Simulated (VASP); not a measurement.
Level of theory: rev-vdW-DF2, VASP's PBE PAW potentials (set 64) (plane waves; VASP).

Input for VASP

KPOINTS:
```
k-points along high-symmetry lines
15
Line-mode
Reciprocal
  0.000000   0.000000   0.000000 ! GAMMA
  0.500000   0.000000   0.500000 ! X

  0.500000   0.000000   0.500000 ! X
  0.625000   0.250000   0.625000 ! U

  0.375000   0.375000   0.750000 ! K
  0.000000   0.000000   0.000000 ! GAMMA

  0.000000   0.000000   0.000000 ! GAMMA
  0.500000   0.500000   0.500000 ! L

  0.500000   0.500000   0.500000 ! L
  0.500000   0.250000   0.750000 ! W

  0.500000   0.250000   0.750000 ! W
  0.500000   0.000000   0.500000 ! X
```

### POSCAR
```
LiF
1
    0.0000000000     2.0150000000     2.0150000000
    2.0150000000     0.0000000000     2.0150000000
    2.0150000000     2.0150000000     0.0000000000
Li F
1 1
Direct
  0.0000000000   0.0000000000   0.0000000000
  0.5000000000   0.5000000000   0.5000000000
```

### INCAR
```
! general
SYSTEM   = LiF
PREC     = Accurate
ENCUT    = 520
LREAL    = .FALSE.
LASPH    = .TRUE.
ICHARG   = 11

! electronic loop
EDIFF    = 1E-7
NELM     = 100
ALGO     = Normal

! smearing
ISMEAR   = 0
SIGMA    = 0.05

! functional
GGA      = MK
LUSE_VDW = .TRUE.
AGGAC    = 0.0
PARAM1   = 0.1234568
PARAM2   = 0.7114
ZAB_VDW  = -1.8867

! output
LWAVE    = .FALSE.
LCHARG   = .FALSE.
LORBIT   = 11
```

POTCAR, in this order: Li_sv F (PBE.64 set). Program: vasp_std. Read from the step before: CHGCAR.

Output of the run:

### OSZICAR
```
       N       E                     dE             d eps       ncg     rms          rms(c)
DAV:   1     0.342129715005E+02    0.34213E+02   -0.56413E+03  1716   0.114E+03
DAV:   2    -0.616366786544E+01   -0.40377E+02   -0.39484E+02  1783   0.203E+02
DAV:   3    -0.715515304104E+01   -0.99149E+00   -0.99010E+00  2199   0.305E+01
DAV:   4    -0.716399275303E+01   -0.88397E-02   -0.88365E-02  2085   0.261E+00
DAV:   5    -0.716412955456E+01   -0.13680E-03   -0.13680E-03  2169   0.173E-01
DAV:   6    -0.716413048979E+01   -0.93523E-06   -0.93524E-06  2059   0.131E-02
DAV:   7    -0.716413049882E+01   -0.90261E-08   -0.89759E-08  2235   0.102E-03
   1 F= -.71641305E+01 E0= -.71641305E+01  d E =-.370457E-33
```

File OUTCAR:
```
 val. band max:       -1.1905571090   @ k =   0.0536   0.0536   0.1071

 cond. band min:       7.9411831278   @ k =   0.0000   0.0000   0.0000



 k-point     1 :       0.0000    0.0000    0.0000
  band No.  band energies     occupation
      1     -41.9410      2.00000
      2     -21.0185      2.00000
      3      -1.1916      2.00000
      4      -1.1916      2.00000
      5      -1.1916      2.00000
      6       7.9412      0.00000
      7      22.6646      0.00000
      8      22.6655      0.00000
      9      22.7825      0.00000

 k-point     2 :       0.0357    0.0000    0.0357
  band No.  band energies     occupation
      1     -41.9398      2.00000
      2     -21.0106      2.00000
      3      -1.2253      2.00000
      4      -1.2046      2.00000
      5      -1.2046      2.00000
      6       7.9979      0.00000
      7      22.0336      0.00000
      8      22.0382      0.00000
      9      22.4964      0.00000

 k-point     3 :       0.0714    0.0000    0.0714
  band No.  band energies     occupation
      1     -41.9369      2.00000
      2     -20.9900      2.00000
      3      -1.3252      2.00000
      4      -1.2429      2.00000
      5      -1.2429      2.00000
      6       8.1539      0.00000
      7      21.3434      0.00000
      8      21.3434      0.00000
      9      21.7653      0.00000

 k-point     4 :       0.1071    0.0000    0.1071
  band No.  band energies     occupation
      1     -41.9323      2.00000
      2     -20.9565      2.00000
      3      -1.4882      2.00000
      4      -1.3045      2.00000
      5      -1.3045      2.00000
      6       8.4091      0.00000
      7      20.7550      0.00000
      8      20.7557      0.00000
      9      20.8093      0.00000

 k-point     5 :       0.1429    0.0000    0.1429
  band No.  band energies     occupation
      1     -41.9262      2.00000
      2     -20.9100      2.00000
      3      -1.7086      2.00000
      4      -1.3858      2.00000
...
```

The density is held fixed in this step, so its total energy and stress have no physical meaning.

The compound is LiF in the rock salt structure. The cell was not relaxed at this level.
